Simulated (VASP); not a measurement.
Method: LDA (Ceperley-Alder, Perdew-Zunger), VASP's LDA PAW potentials (set 64) (plane waves; VASP).

A VASP calculation is set up with these files.

INCAR:
```
ALGO  =  Normal
EDIFF  =  1E-7
ENCUT  =  520
ICHARG  =  11
ISMEAR  =  0
LASPH  =  .TRUE.
LCHARG  =  .FALSE.
LORBIT  =  11
LREAL  =  .FALSE.
LWAVE  =  .FALSE.
NELM  =  100
PREC  =  Accurate
SIGMA  =  0.05
SYSTEM  =  MgS
```

**POSCAR**
```
MgS
1
    0.0000000000     2.5587005931     2.5587005931
    2.5587005931     0.0000000000     2.5587005931
    2.5587005931     2.5587005931     0.0000000000
Mg S
1 1
Direct
  0.0000000000   0.0000000000   0.0000000000
  0.5000000000   0.5000000000   0.5000000000
```

KPOINTS:
```
k-points along high-symmetry lines
15
Line-mode
Reciprocal
  0.000000   0.000000   0.000000 ! GAMMA
  0.500000   0.000000   0.500000 ! X

  0.500000   0.000000   0.500000 ! X
  0.625000   0.250000   0.625000 ! U

  0.375000   0.375000   0.750000 ! K
  0.000000   0.000000   0.000000 ! GAMMA

  0.000000   0.000000   0.000000 ! GAMMA
  0.500000   0.500000   0.500000 ! L

  0.500000   0.500000   0.500000 ! L
  0.500000   0.250000   0.750000 ! W

  0.500000   0.250000   0.750000 ! W
  0.500000   0.000000   0.500000 ! X
```

POTCAR, in this order: Mg S (LDA.64 set). Program: vasp_std. Read from the step before: CHGCAR.

Problem. What will the output report for the number of irreducible k-points (NKPTS), largest plane-wave count, number of space-group operations, FFT grid (NGX, NGY, NGZ)?

Solution. 
```yaml
number of irreducible k-points (NKPTS): 90
largest_plane_wave_count: 934
number_of_space_group_operations: 48
FFT grid (NGX, NGY, NGZ): 28 × 28 × 28
```

The compound is MgS in the rock salt structure. It was relaxed first.
